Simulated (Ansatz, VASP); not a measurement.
# Si3Cl8O2 (Si3Cl8O2 (Pnma)): VASP beside Ansatz, part 2 of 3

One calculation is typed for both programs; each brings its own data sets. How far apart do they land? Of the first pair: The structure shown is the start of the Ansatz relaxation below; VASP solves that cell, so the two are compared at the walk's first step.

VASP 6.6.1 and Ansatz 0.2.0.

So far: Set-up; Ansatz: relaxation, PBEsol.

### Step 3. VASP: single point, PBEsol, start cell, pair 1

Level of this step: PBEsol; plane waves and PAW (Si, Cl, O) (VASP).

The same cell, functional, mesh and smearing now go to VASP, with its own data sets.

Lines of VASP's logs that name or quote its potential files are left out, and so is its time.

Contents of INCAR:

```
SYSTEM = Si3Cl8O2
PREC = Accurate
ENCUT = 520
EDIFF = 1E-06
NELM = 120
ISMEAR = -1
SIGMA = 0.01
LREAL = Auto
ALGO = Normal
GGA = PS
NBANDS = 200
LORBIT = 11
LWAVE = .FALSE.
LCHARG = .FALSE.
ISIF = 2
LASPH = .TRUE.
GGA_COMPAT = .FALSE.
EFERMI = MIDGAP
KPAR = 8
```

Contents of POSCAR:

```
Si3Cl8O2
1.0
   11.3999540000      0.0000000000      0.0000000000
    0.0000000000     21.1050760000      0.0000000000
    0.0000000000      0.0000000000      6.6546230000
Si Cl O
12 32 8
Direct
    0.2973849719      0.2500000000      0.4778969447
    0.9123759622      0.1167829957      0.1099549892
    0.7973849719      0.2500000000      0.0221029801
    0.2026150281      0.7500000000      0.9778969447
    0.5876240378      0.8832170043      0.6099549892
    0.4123759622      0.3832170043      0.3900449356
    0.0876240378      0.6167829957      0.8900449356
    0.0876240378      0.8832170043      0.8900449356
    0.4123759622      0.1167829957      0.3900449356
    0.5876240378      0.6167829957      0.6099549892
    0.7026150281      0.7500000000      0.5221029801
    0.9123759622      0.3832170043      0.1099549892
    0.0690879981      0.1194640095      0.9643589877
    0.6993709799      0.5585019926      0.4598039588
    0.3006290201      0.0585019926      0.5401959660
    0.1993709799      0.9414980074      0.0401959660
    0.1993709799      0.5585019926      0.0401959660
    0.3006290201      0.4414980074      0.5401959660
    0.8006290201      0.4414980074      0.9598039588
    0.8006290201      0.0585019926      0.9598039588
    0.9357559688      0.4156049947      0.3941739449
    0.5642440312      0.5843950053      0.8941739449
    0.4357559688      0.0843950053      0.1058259799
    0.0642440312      0.9156049947      0.6058259799
    0.0642440312      0.5843950053      0.6058259799
    0.4357559688      0.4156049947      0.1058259799
    0.5642440312      0.9156049947      0.8941739449
    0.9357559688      0.0843950053      0.3941739449
    0.8216140170      0.2500000000      0.7191679378
    0.6783859830      0.7500000000      0.2191679378
    0.3216140170      0.2500000000      0.7808319870
    0.1783859830      0.7500000000      0.2808319870
    0.6229940051      0.2500000000      0.0830919347
    0.8770059949      0.7500000000      0.5830919347
    0.1229940051      0.2500000000      0.4169079901
    0.3770059949      0.7500000000      0.9169079901
    0.4309120019      0.8805359905      0.4643589877
    0.5690879981      0.3805359905      0.5356409371
    0.9309120019      0.6194640095      0.0356409371
    0.9309120019      0.8805359905      0.0356409371
    0.5690879981      0.1194640095      0.5356409371
    0.4309120019      0.6194640095      0.4643589877
    0.0690879981      0.3805359905      0.9643589877
    0.6993709799      0.9414980074      0.4598039588
    0.8576119693      0.1879270181      0.1229579797
    0.6423880307      0.6879270181      0.6229579797
    0.3576119693      0.1879270181      0.3770419451
    0.1423880307      0.8120729819      0.8770419451
    0.1423880307      0.6879270181      0.8770419451
    0.3576119693      0.3120729819      0.3770419451
    0.6423880307      0.8120729819      0.6229579797
    0.8576119693      0.3120729819      0.1229579797
```

Contents of KPOINTS:

```
Automatic mesh
0
Gamma
3 2 4
0 0 0
```

PAW data sets: Si, Cl and O (PBE family, release 64).

On the command line:

```console
> mpirun -np 8 vasp_std
```

Numbers of over 12 decimals in the logs are rounded to 6 here.

The log of the run:

```text
[banner, memory and clock lines left out]
running    8 mpi-ranks, on    1 nodes
[...]
|                                                                             |
|           W    W    AA    RRRRR   N    N  II  N    N   GGGG   !!!           |
|           W    W   A  A   R    R  NN   N  II  NN   N  G    G  !!!           |
|           W    W  A    A  R    R  N N  N  II  N N  N  G       !!!           |
|           W WW W  AAAAAA  RRRRR   N  N N  II  N  N N  G  GGG   !            |
|           WW  WW  A    A  R   R   N   NN  II  N   NN  G    G                |
|           W    W  A    A  R    R  N    N  II  N    N   GGGG   !!!           |
|                                                                             |
|     For optimal performance we recommend to set                             |
|       NCORE = 2 up to number-of-cores-per-socket                            |
|     NCORE specifies how many cores store one orbital (NPAR=cpu/NCORE).      |
|     This setting can greatly improve the performance of VASP for DFT.       |
[...]
|                                                                             |
|     You enforced a specific xc type in the INCAR file but a different       |
|     [... a line on the potential file left out ...]
|     I HOPE YOU KNOW WHAT YOU ARE DOING!                                     |
|                                                                             |

 LDA part: xc-table for (Slater+PW92), standard interpolation
 POSCAR, INCAR and KPOINTS ok, starting setup
[...]
entering main loop
       N       E                     dE             d eps       ncg     rms          rms(c)
DAV:   1     0.251103677973E+04    0.25110E+04   -0.13498E+05  4840   0.134E+03
DAV:   2     0.364056943354E+02   -0.24746E+04   -0.24147E+04  6144   0.271E+02
DAV:   3    -0.266827396405E+03   -0.30323E+03   -0.30197E+03  5728   0.106E+02
DAV:   4    -0.274116336649E+03   -0.72889E+01   -0.72578E+01  5768   0.189E+01
[...]
DAV:  15    -0.257689417052E+03   -0.22997E-05   -0.45971E-05  5320   0.144E-02    0.135E-02
DAV:  16    -0.257689421594E+03   -0.45414E-05   -0.35428E-06  4640   0.424E-03    0.756E-03
DAV:  17    -0.257689422522E+03   -0.92815E-06   -0.77184E-07  3680   0.229E-03
   1 F= -.25768942E+03 E0= -.25768942E+03  d E =0.000000E+00
```

From OUTCAR (step 3):

```text
  Total       -6.1513895     -6.2841477     -5.9642264      0.0000000      0.0000000      0.0000000
  in kB       -6.1555991     -6.2884482     -5.9683080      0.0000000      0.0000000      0.0000000
  external PRESSURE =      -6.1374518 kB  Pullay stress =       0.0000000 kB

 POSITION                                       TOTAL-FORCE (eV/Angst)
 -----------------------------------------------------------------------------------
      3.39017      5.27627      3.18022        -0.029530      0.000000      0.049276
     10.40104      2.46471      0.73171        -0.008079      0.045980     -0.012956
      9.09015      5.27627      0.14709        -0.029530      0.000000     -0.049276
      2.30980     15.82881      6.50754         0.029530      0.000000      0.049276
      6.69889     18.64036      4.05902         0.008079     -0.045980     -0.012956
      4.70107      8.08782      2.59560        -0.008079     -0.045980      0.012956
      0.99891     13.01725      5.92291         0.008079      0.045980      0.012956
      0.99891     18.64036      5.92291         0.008079     -0.045980      0.012956
      4.70107      2.46471      2.59560        -0.008079      0.045980      0.012956
      6.69889     13.01725      4.05902         0.008079      0.045980     -0.012956
      8.00978     15.82881      3.47440         0.029530      0.000000     -0.049276
     10.40104      8.08782      0.73171        -0.008079     -0.045980     -0.012956
      0.78760      2.52130      6.41745        -0.153378     -0.000629      0.074840
      7.97280     11.78723      3.05982        -0.089133      0.104817      0.069029
[...]
-----------------------------------------------------------------------------------
    total drift:                                0.000000     -0.000000      0.005512

  FREE ENERGIE OF THE ION-ELECTRON SYSTEM (eV)
  ---------------------------------------------------
  free  energy   TOTEN  =      -257.6894225218 eV

  energy  without entropy=     -257.6894225218  energy(sigma->0) =     -257.68942252

[... 3 further parts left out ...]
[key lines of the parts left out:]
E-fermi :   0.4951
```

The run ends at a pressure of -0.61 GPa, with forces up to 0.18 eV/Å.

### Step 4. Differences

Known differences besides the potentials themselves: the cutoff is 420 eV in Ansatz and 520 eV in VASP (PREC = Accurate, projectors in real space); Ansatz makes its cores anew for this functional, VASP keeps those of its PBE data sets. Total energies have different zeros and are not compared.

Forces on 10 of the 52 atoms, those with the largest forces and the largest differences (eV/Å; atoms numbered as in POSCAR):

| atom | Ansatz x, y, z | VASP x, y, z |
| --- | --- | --- |
| Si1 | 0.074, 0.000, -0.014 | -0.030, 0.000, 0.049 |
| Si3 | 0.074, 0.000, 0.014 | -0.030, 0.000, -0.049 |
| Si4 | -0.074, 0.000, -0.014 | 0.030, 0.000, 0.049 |
| Cl13 | -0.131, 0.001, 0.063 | -0.153, -0.001, 0.075 |
| Cl29 | 0.000, 0.000, 0.152 | -0.003, 0.000, 0.178 |
| Cl30 | 0.000, 0.000, 0.152 | 0.003, 0.000, 0.178 |
| Cl31 | 0.000, 0.000, -0.152 | -0.003, 0.000, -0.178 |
| Cl32 | 0.000, 0.000, -0.152 | 0.003, 0.000, -0.178 |
| Cl38 | -0.131, -0.001, -0.063 | -0.153, 0.001, -0.075 |
| Cl39 | 0.131, 0.001, -0.063 | 0.153, -0.001, -0.075 |

The forces differ by 36 meV/Å r.m.s., which is 45.2 % of the r.m.s. force of 0.079 eV/Å (both taken over all components).

### Step 5. Ansatz: relaxation, PBEsol

This run makes the geometry at which the two programs are then compared.

The structure compared here is the end of the Ansatz relaxation.

Contents of input.yaml:

```yaml
crystal:
  lattice:
    - [11.399954, 0.0, 0.0]
    - [0.0, 21.105076, 0.0]
    - [0.0, 0.0, 6.654623]
  atoms:
    - { symbol: Si, position: [0.297385, 0.25, 0.477897] }
    - { symbol: Si, position: [0.912376, 0.116783, 0.109955] }
    - { symbol: Si, position: [0.797385, 0.25, 0.022103] }
    - { symbol: Si, position: [0.202615, 0.75, 0.977897] }
    - { symbol: Si, position: [0.587624, 0.883217, 0.609955] }
    - { symbol: Si, position: [0.412376, 0.383217, 0.390045] }
    - { symbol: Si, position: [0.087624, 0.616783, 0.890045] }
    - { symbol: Si, position: [0.087624, 0.883217, 0.890045] }
    - { symbol: Si, position: [0.412376, 0.116783, 0.390045] }
    - { symbol: Si, position: [0.587624, 0.616783, 0.609955] }
    - { symbol: Si, position: [0.702615, 0.75, 0.522103] }
    - { symbol: Si, position: [0.912376, 0.383217, 0.109955] }
    - { symbol: Cl, position: [0.069088, 0.119464, 0.964359] }
    - { symbol: Cl, position: [0.699371, 0.558502, 0.459804] }
    - { symbol: Cl, position: [0.300629, 0.058502, 0.540196] }
    - { symbol: Cl, position: [0.199371, 0.941498, 0.040196] }
    - { symbol: Cl, position: [0.199371, 0.558502, 0.040196] }
    - { symbol: Cl, position: [0.300629, 0.441498, 0.540196] }
    - { symbol: Cl, position: [0.800629, 0.441498, 0.959804] }
    - { symbol: Cl, position: [0.800629, 0.058502, 0.959804] }
    - { symbol: Cl, position: [0.935756, 0.415605, 0.394174] }
    - { symbol: Cl, position: [0.564244, 0.584395, 0.894174] }
    - { symbol: Cl, position: [0.435756, 0.084395, 0.105826] }
    - { symbol: Cl, position: [0.064244, 0.915605, 0.605826] }
    - { symbol: Cl, position: [0.064244, 0.584395, 0.605826] }
    - { symbol: Cl, position: [0.435756, 0.415605, 0.105826] }
    - { symbol: Cl, position: [0.564244, 0.915605, 0.894174] }
    - { symbol: Cl, position: [0.935756, 0.084395, 0.394174] }
    - { symbol: Cl, position: [0.821614, 0.25, 0.719168] }
    - { symbol: Cl, position: [0.678386, 0.75, 0.219168] }
    - { symbol: Cl, position: [0.321614, 0.25, 0.780832] }
    - { symbol: Cl, position: [0.178386, 0.75, 0.280832] }
    - { symbol: Cl, position: [0.622994, 0.25, 0.083092] }
    - { symbol: Cl, position: [0.877006, 0.75, 0.583092] }
    - { symbol: Cl, position: [0.122994, 0.25, 0.416908] }
    - { symbol: Cl, position: [0.377006, 0.75, 0.916908] }
    - { symbol: Cl, position: [0.430912, 0.880536, 0.464359] }
    - { symbol: Cl, position: [0.569088, 0.380536, 0.535641] }
    - { symbol: Cl, position: [0.930912, 0.619464, 0.035641] }
    - { symbol: Cl, position: [0.930912, 0.880536, 0.035641] }
    - { symbol: Cl, position: [0.569088, 0.119464, 0.535641] }
    - { symbol: Cl, position: [0.430912, 0.619464, 0.464359] }
    - { symbol: Cl, position: [0.069088, 0.380536, 0.964359] }
    - { symbol: Cl, position: [0.699371, 0.941498, 0.459804] }
    - { symbol: O, position: [0.857612, 0.187927, 0.122958] }
    - { symbol: O, position: [0.642388, 0.687927, 0.622958] }
    - { symbol: O, position: [0.357612, 0.187927, 0.377042] }
    - { symbol: O, position: [0.142388, 0.812073, 0.877042] }
    - { symbol: O, position: [0.142388, 0.687927, 0.877042] }
    - { symbol: O, position: [0.357612, 0.312073, 0.377042] }
    - { symbol: O, position: [0.642388, 0.812073, 0.622958] }
    - { symbol: O, position: [0.857612, 0.312073, 0.122958] }
basis:
  ecutwfc: 420
  xc_grid: 2
hamiltonian:
  xc: pbesol
kpoints:
  mp_grid: { grid: [3, 2, 4] }
scf:
  occupations: { method: fermi_dirac, width: 0.01 }
  max_iter: 150
output:
  forces: true
  stress: true
relax:
  f_tol: 0.01
  max_steps: 60
  cell: {}
checkpoint:
  write: "../pbesol.run"
  compress: false
  write_wavefunctions: false
  write_every: 100000
```

On the command line:

```console
> ansatz run input.yaml --threads 4 --pin off --max-ram 6594MiB --backend cpu --events-out ev --progress --plain --runs-dir out
```

The log of the run:

```text
[...]
Crystal: 52 atoms, lattice volume = 1601.082 Å³
Basis set: ecut = 420 eV, 31243 PW (Γ), exchange–correlation on 160×288×90 points (8 copies of the dense FFT grid, shifted against one another)
Bands: 212, of which v1, the nominal top of the filled ones, is band 160 counted from 1 (159 counted from 0)
Symmetry: 8 space group operations
[...]
k-points: 12 of 24
[...]
- { symbol: O, position: [0.874988, 0.189285, 0.148925] }
    - { symbol: O, position: [0.625012, 0.689285, 0.648925] }
    - { symbol: O, position: [0.374988, 0.189285, 0.351075] }
    - { symbol: O, position: [0.125012, 0.810715, 0.851075] }
    - { symbol: O, position: [0.125012, 0.689285, 0.851075] }
    - { symbol: O, position: [0.374988, 0.310715, 0.351075] }
    - { symbol: O, position: [0.625012, 0.810715, 0.648925] }
    - { symbol: O, position: [0.874988, 0.310715, 0.148925] }
[key lines of the parts left out:]
SCF converged after 6 iterations
Free energy (F): -45953.093857 eV
Fermi energy:    1.296312 eV
P = ⅓ Tr σ = -0.0033 GPa (-0.033 kbar)
```

[end of part 2 of 3]

[Lines on the potential files, build, host, timing and source positions are cut from VASP's logs without a mark.]

[Logs are printed without paths, hosts, clocks, repeated set-up lines and the standing remarks that a program may print on its own settings, such as how far it seeks lower states.]

[Hosts, paths, dates, database ids (printed as entryN), source tags and the programs' standing remarks are cut or masked in the printed files.]
